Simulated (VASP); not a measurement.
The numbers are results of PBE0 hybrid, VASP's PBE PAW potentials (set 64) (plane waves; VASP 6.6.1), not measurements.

The input files of a VASP run:

### POSCAR
```
AgCl
1
    0.0000000000     2.8309907582     2.8309907582
    2.8309907582     0.0000000000     2.8309907582
    2.8309907582     2.8309907582     0.0000000000
Ag Cl
1 1
Direct
  0.0000000000   0.0000000000   0.0000000000
  0.5000000000   0.5000000000   0.5000000000
```

File KPOINTS:
```
Automatic mesh
0
gamma
 6 6 6
```

### INCAR
```
SYSTEM = AgCl
PREC = Accurate; ENCUT = 520; LREAL = .FALSE.
LASPH = .TRUE.; ISYM = 3
EDIFF = 1E-6; NELM = 60; ALGO = Normal
LMAXMIX = 4
ISMEAR = 0; SIGMA = 0.05
GGA = PE; LHFCALC = .TRUE.; AEXX = 0.25
HFRCUT = -1; PRECFOCK = Fast
ISIF = 2
LWAVE = .FALSE.; LCHARG = .FALSE.
```

POTCAR, in this order: Ag Cl (PBE.64 set). Program: vasp_std. Read from the step before: WAVECAR.

What VASP printed:

File OUTCAR:
```
 ion  position               nearest neighbor table
   1  0.000  0.000  0.000-   2 2.83   2 2.83   2 2.83   2 2.83   2 2.83   2 2.83
   2  0.500  0.500  0.500-   1 2.83   1 2.83   1 2.83   1 2.83   1 2.83   1 2.83
  LATTYP: Found a face centered cubic cell.
 ALAT       =     5.6619815164
 Subroutine PRICEL returns:
 Original cell was already a primitive cell.
 Subroutine GETGRP returns: Found 48 space group operations
The static configuration has the point symmetry O_h .
The dynamic configuration has the point symmetry O_h .
 Subroutine INISYM returns: Found 48 space group operations
 Subroutine IBZKPT returns following result:
 Found     16 irreducible k-points:

 Following reciprocal coordinates:
            Coordinates               Weight
  0.000000  0.000000  0.000000      1.000000
  0.166667  0.000000  0.000000      8.000000
  0.333333  0.000000  0.000000      8.000000
  0.500000  0.000000  0.000000      4.000000
  0.166667  0.166667  0.000000      6.000000
  0.333333  0.166667  0.000000     24.000000
  0.500000  0.166667  0.000000     24.000000
 -0.333333  0.166667  0.000000     24.000000
 -0.166667  0.166667  0.000000     12.000000
  0.333333  0.333333  0.000000      6.000000
  0.500000  0.333333  0.000000     24.000000
 -0.333333  0.333333  0.000000     12.000000
  0.500000  0.500000  0.000000      3.000000
  0.500000  0.333333  0.166667     24.000000
 -0.333333  0.333333  0.166667     24.000000
 -0.333333  0.500000  0.166667     12.000000
 Subroutine IBZKPT_HF returns following result:
   k-points           NKPTS =     16   k-points in BZ     NKDIM =    216   number of bands    NBANDS=     13
   number of dos      NEDOS =    301   number of ions     NIONS =      2
   total plane-waves  NPLWV =  27000
   dimension x,y,z NGX =    30 NGY =   30 NGZ =   30
   dimension x,y,z NGXF=    60 NGYF=   60 NGZF=   60
   ions per type =               1   1
   PREC   = accura    normal or accurate (medium, high low for compatibility)
   ISTART =      1    job   : 0-new  1-cont  2-samecut
   ICHARG =      0    charge: 1-file 2-atom 10-const
   ISPIN  =      1    spin polarized calculation?
   LNONCOLLINEAR =      F non collinear calculations
   LSORBIT =      F    spin-orbit coupling
   INIWAV =      1    electr: 0-lowe 1-rand  2-diag
   ENCUT  =  520.0 eV  38.22 Ry    6.18 a.u.   7.44  7.44  7.44*2*pi/ulx,y,z
   NELM   =     60;   NELMIN=  2; NELMDL=  0     # of ELM steps
   EDIFF  = 0.1E-05   stopping-criterion for ELM
   LREAL  =      F    real-space projection
   NLSPLINE    = F    spline interpolate recip. space projectors
   LMAXMIX     =    4 max onsite mixed and CHGCAR
   VOSKOWN=      0    Vosko Wilk Nusair interpolation
   EDIFFG = 0.1E-04   stopping-criterion for IOM
   NSW    =      0    number of steps for IOM
   NBLOCK =      1;   KBLOCK =      1    inner block; outer block
   IBRION =     -1    ionic relax: 0-MD 1-quasi-New 2-CG
   NFREE  =      0    steps in history (QN), initial steepest desc. (CG)
   ISIF   =      2    stress and relaxation
   ISYM   =      3    0-nonsym 1-usesym 2-fastsym
   TEIN   =    0.0    initial temperature
   TEBEG  =    0.0;   TEEND  =   0.0 temperature during run
   SMASS  =  -3.00    Nose mass-parameter (am)
   PSTRESS=    0.0 pullay stress
   NELECT =      18.0000    total number of electrons
   EFERMI =   0.00;   METHOD = LEGACY
   ISMEAR =     0;   SIGMA  =   0.05  broadening in eV -4-tet -1-fermi 0-gaus
   IALGO  =     38    algorithm
   LDIAG  =      T    sub-space diagonalisation (order eigenvalues)
   IMIX   =      1    mixing-type and parameters
     AMIX     =   0.40;   BMIX     =  1.00
     AMIX_MAG =   1.60;   BMIX_MAG =  1.00
     AMIN     =   0.10
   GGA     = PE    functional components
   VOSKOWN =     0    Vosko Wilk Nusair interpolation
...
```

### OSZICAR
```
       N       E                     dE             d eps       ncg     rms          rms(c)
DAV:   1    -0.718121463091E+01   -0.71812E+01   -0.42726E-01   426   0.816E+00    0.101E+00
DAV:   2    -0.718517587682E+01   -0.39612E-02   -0.53546E-02   431   0.306E+00    0.844E-01
DAV:   3    -0.718408065566E+01    0.10952E-02   -0.81193E-03   481   0.119E+00    0.555E-01
DAV:   4    -0.718410503155E+01   -0.24376E-04   -0.76924E-04   436   0.272E-01    0.336E-01
DAV:   5    -0.718409596315E+01    0.90684E-05   -0.46889E-05   421   0.785E-02    0.198E-01
DAV:   6    -0.718409533880E+01    0.62435E-06   -0.17187E-05   436   0.389E-02    0.120E-01
DAV:   7    -0.718409482822E+01    0.51058E-06   -0.19379E-06   421   0.138E-02
   1 F= -.71840948E+01 E0= -.71840948E+01  d E =-.945079E-18
```

**OUTCAR**
```
------------------------ aborting loop because EDIFF is reached ----------------------------------------
  FORCE on cell =-STRESS in cart. coord.  units (eV):
  Direction    XX          YY          ZZ          XY          YZ          ZX
  --------------------------------------------------------------------------------------
  Total       -0.4344304     -0.4344304     -0.4344304      0.0000000      0.0000000     -0.0000000
  in kB      -15.3385909    -15.3385909    -15.3385909      0.0000000      0.0000000     -0.0000000
  external PRESSURE =     -15.3385909 kB  Pullay stress =       0.0000000 kB
  volume of cell :       45.38
      direct lattice vectors                 reciprocal lattice vectors
     0.000000000  2.830990758  2.830990758    -0.176616613  0.176616613  0.176616613
     2.830990758  0.000000000  2.830990758     0.176616613 -0.176616613  0.176616613
     2.830990758  2.830990758  0.000000000     0.176616613  0.176616613 -0.176616613
  FREE ENERGIE OF THE ION-ELECTRON SYSTEM (eV)
  ---------------------------------------------------
  free  energy   TOTEN  =        -7.1840948282 eV

  energy  without entropy=       -7.1840948282  energy(sigma->0) =       -7.18409483

  exchange ACFDT corr.  =         0.00000000  see jH, gK, PRB 81, 115126
```
(Selected blocks of OUTCAR.)

The compound is AgCl in the rock salt structure. This cell is one point of a volume scan, at 1.03 of the reference volume. The cell's shape comes from a PBE relaxation.
